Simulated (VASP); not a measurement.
Crystal: GaP.

```xyz
2
Lattice="0.0000 2.7200 2.7200 2.7200 0.0000 2.7200 2.7200 2.7200 0.0000" Properties=species:S:1:pos:R:3 pbc="T T T"
Ga    0.0000    0.0000    0.0000
P     1.3600    1.3600    1.3600
```

The cell was built by a generator and needn't be a form met in nature.

* Program: VASP 6.6.1
* Task: relaxation of cell and atoms
* Functional: LDA
* Potentials or basis: VASP PAW LDA potentials, release 64 (Ga_d, P)
* Cutoff: 600 eV
* k mesh: 10 × 10 × 10
* Occupations: gaussian, width 0.02 eV
* Spin: no spin polarisation

At the start: pressure -2.2 GPa; volume 20.12 Å³/atom.

Question: How do energy, volume and symmetry change on relaxing?

Answer: Over 3 steps the energy falls by 3.6 meV/atom and the volume is 19.61 Å³/atom (-2.6 %); space group F-43m (No. 216, to 0.05 Å).

The path:
| step | energy change (eV) | largest force (eV/Å) | pressure (GPa) | volume (Å³) |
| --- | --- | --- | --- | --- |
| 1 | 0.0000 | 0.0000 | -2.19 | 40.25 |
| 2 | -0.0050 | 0.0000 | 1.32 | 38.66 |
| 3 | -0.0072 | 0.0000 | 0.00 | 39.22 |

Final structure:
```
Ga P
1.0
     0.00000    2.69660    2.69660
     2.69660    0.00000    2.69660
     2.69660    2.69660    0.00000
Ga P
1 1
Direct
  0.00000 0.00000 0.00000
  0.25000 0.25000 0.25000
```
